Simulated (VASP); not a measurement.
All values below come from LDA (Ceperley-Alder, Perdew-Zunger), VASP's LDA PAW potentials (set 64) (plane waves; VASP 6.6.1).

VASP ran on this input.

### POSCAR
```
Cu
1
    0.0000000000     1.7887150000     1.7887150000
    1.7887150000     0.0000000000     1.7887150000
    1.7887150000     1.7887150000     0.0000000000
Cu
1
Direct
  0.0000000000   0.0000000000   0.0000000000
```

### INCAR
```
SYSTEM = Cu
PREC = Accurate
ENCUT = 400
EDIFF = 1E-6
NELM = 100
ALGO = Normal
LREAL = .FALSE.
LASPH = .TRUE.
ISMEAR = 1
SIGMA = 0.1
LMAXMIX = 4
LWAVE = .FALSE.
LCHARG = .FALSE.
IBRION = 2
ISIF = 3
NSW = 60
EDIFFG = -0.01
```

### KPOINTS
```
Regular mesh
0
gamma
 16 16 16
```

POTCAR, in this order: Cu (LDA.64 set). Program: vasp_std.

Output of the run:

### OUTCAR
```
 ion  position               nearest neighbor table
   1  0.000  0.000  0.000-
  LATTYP: Found a face centered cubic cell.
 ALAT       =     3.5774300000
 Subroutine PRICEL returns:
 Original cell was already a primitive cell.
 Subroutine GETGRP returns: Found 48 space group operations
The static configuration has the point symmetry O_h .
The dynamic configuration has the point symmetry O_h .
 Subroutine INISYM returns: Found 48 space group operations
 Subroutine IBZKPT returns following result:
 Found    145 irreducible k-points:

 Following reciprocal coordinates:
            Coordinates               Weight
  0.000000  0.000000  0.000000      1.000000
  0.062500  0.000000  0.000000      8.000000
  0.125000  0.000000  0.000000      8.000000
  0.187500  0.000000  0.000000      8.000000
  0.250000  0.000000  0.000000      8.000000
  0.312500  0.000000  0.000000      8.000000
  0.375000  0.000000  0.000000      8.000000
  0.437500  0.000000  0.000000      8.000000
  0.500000  0.000000  0.000000      4.000000
  0.062500  0.062500  0.000000      6.000000
  0.125000  0.062500  0.000000     24.000000
  0.187500  0.062500  0.000000     24.000000
  0.250000  0.062500  0.000000     24.000000
  0.312500  0.062500  0.000000     24.000000
  0.375000  0.062500  0.000000     24.000000
  0.437500  0.062500  0.000000     24.000000
  0.500000  0.062500  0.000000     24.000000
 -0.437500  0.062500  0.000000     24.000000
 -0.375000  0.062500  0.000000     24.000000
 -0.312500  0.062500  0.000000     24.000000
 -0.250000  0.062500  0.000000     24.000000
 -0.187500  0.062500  0.000000     24.000000
 -0.125000  0.062500  0.000000     24.000000
 -0.062500  0.062500  0.000000     12.000000
  0.125000  0.125000  0.000000      6.000000
...
```

File OSZICAR:
```
       N       E                     dE             d eps       ncg     rms          rms(c)
DAV:   1     0.291760734182E+02    0.29176E+02   -0.49003E+03  2754   0.174E+03
DAV:   2    -0.535526384467E+01   -0.34531E+02   -0.32868E+02  2615   0.180E+02
DAV:   3    -0.569225095133E+01   -0.33699E+00   -0.33621E+00  3190   0.255E+01
DAV:   4    -0.569451317166E+01   -0.22622E-02   -0.22620E-02  3242   0.186E+00
DAV:   5    -0.569453723628E+01   -0.24065E-04   -0.24064E-04  3143   0.147E-01    0.798E+00
DAV:   6    -0.511374621377E+01    0.58079E+00   -0.18333E+01  2745   0.102E+02    0.404E+00
DAV:   7    -0.471379179104E+01    0.39995E+00   -0.28466E+00  2771   0.400E+01    0.566E-01
DAV:   8    -0.470035416562E+01    0.13438E-01   -0.68651E-03  3014   0.168E+00    0.327E-01
DAV:   9    -0.469833317231E+01    0.20210E-02   -0.11744E-02  2876   0.231E+00    0.176E-02
DAV:  10    -0.469834348590E+01   -0.10314E-04   -0.32512E-05  3822   0.107E-01    0.539E-03
DAV:  11    -0.469834554813E+01   -0.20622E-05   -0.50832E-07  1733   0.144E-02    0.626E-04
DAV:  12    -0.469834555078E+01   -0.26434E-08   -0.27454E-08  1453   0.309E-03
   1 F= -.46983456E+01 E0= -.46983270E+01  d E =-.469835E+01
       N       E                     dE             d eps       ncg     rms          rms(c)
DAV:   1    -0.647938677756E+01   -0.17810E+01   -0.32313E+01  2743   0.138E+02    0.113E+01
DAV:   2    -0.532871754177E+01    0.11507E+01   -0.27589E+01  2712   0.128E+02    0.435E+00
DAV:   3    -0.474612014879E+01    0.58260E+00   -0.38236E+00  2697   0.471E+01    0.135E+00
DAV:   4    -0.470727278581E+01    0.38847E-01   -0.38228E-02  2828   0.376E+00    0.289E-01
DAV:   5    -0.470436499840E+01    0.29078E-02   -0.21312E-02  2978   0.359E+00    0.612E-02
DAV:   6    -0.470433234885E+01    0.32650E-04   -0.12336E-04  3633   0.231E-01    0.228E-02
DAV:   7    -0.470432516733E+01    0.71815E-05   -0.33109E-05  2846   0.125E-01    0.570E-04
DAV:   8    -0.470432519696E+01   -0.29627E-07   -0.11432E-07  1490   0.449E-03
   2 F= -.47043252E+01 E0= -.47043542E+01  d E =-.597965E-02
       N       E                     dE             d eps       ncg     rms          rms(c)
DAV:   1    -0.501287188657E+01   -0.30855E+00   -0.61921E+00  2728   0.685E+01    0.437E+00
DAV:   2    -0.479067449802E+01    0.22220E+00   -0.37932E+00  2731   0.458E+01    0.145E+00
DAV:   3    -0.472250084820E+01    0.68174E-01   -0.54788E-01  2723   0.181E+01    0.670E-01
DAV:   4    -0.471319284411E+01    0.93080E-02   -0.17706E-02  3728   0.216E+00    0.731E-02
DAV:   5    -0.471312964728E+01    0.63197E-04   -0.56099E-04  2827   0.555E-01    0.194E-02
DAV:   6    -0.471312481585E+01    0.48314E-05   -0.12871E-05  3500   0.631E-02    0.145E-03
DAV:   7    -0.471312479869E+01    0.17157E-07   -0.91576E-08  1487   0.578E-03
   3 F= -.47131248E+01 E0= -.47131423E+01  d E =-.147792E-01
```

OUTCAR:
```
------------------------ aborting loop because EDIFF is reached ----------------------------------------
  FORCE on cell =-STRESS in cart. coord.  units (eV):
  Direction    XX          YY          ZZ          XY          YZ          ZX
  --------------------------------------------------------------------------------------
  Total       -0.0022335     -0.0022335     -0.0022335      0.0000000     -0.0000000      0.0000000
  in kB       -0.3283716     -0.3283716     -0.3283716      0.0000000     -0.0000000      0.0000000
  external PRESSURE =      -0.3283716 kB  Pullay stress =       0.0000000 kB
  volume of cell :       10.90
      direct lattice vectors                 reciprocal lattice vectors
     0.000000000  1.759671919  1.759671919    -0.284143876  0.284143876  0.284143876
     1.759671919  0.000000000  1.759671919     0.284143876 -0.284143876  0.284143876
     1.759671919  1.759671919 -0.000000000     0.284143876  0.284143876 -0.284143876
 POSITION                                       TOTAL-FORCE (eV/Angst)
 -----------------------------------------------------------------------------------
      0.00000      0.00000      0.00000        -0.000000     -0.000000     -0.000000
 -----------------------------------------------------------------------------------
    total drift:                                0.000000     -0.000000      0.000000
  FREE ENERGIE OF THE ION-ELECTRON SYSTEM (eV)
  ---------------------------------------------------
  free  energy   TOTEN  =        -4.7131247987 eV

  energy  without entropy=       -4.7131771676  energy(sigma->0) =       -4.71314225

 reached required accuracy - stopping structural energy minimisation
```
(Selected blocks of OUTCAR.)

**CONTCAR**
```
Cu
   1.00000000000000
     0.0000000000000000    1.7596719188575729    1.7596719188575729
     1.7596719188575729    0.0000000000000000    1.7596719188575729
     1.7596719188575729    1.7596719188575729   -0.0000000000000000
  Cu
     1
Direct
     0.0000000000000000    0.0000000000000000    0.0000000000000000
```

Energy and stress use the plane-wave basis of the starting cell.

The structure comes from a computed database's Cu entry (Fm-3m); how it stands against other phases isn't given here. This run relaxes it. Symmetry was kept, so distortions that lower it aren't found.
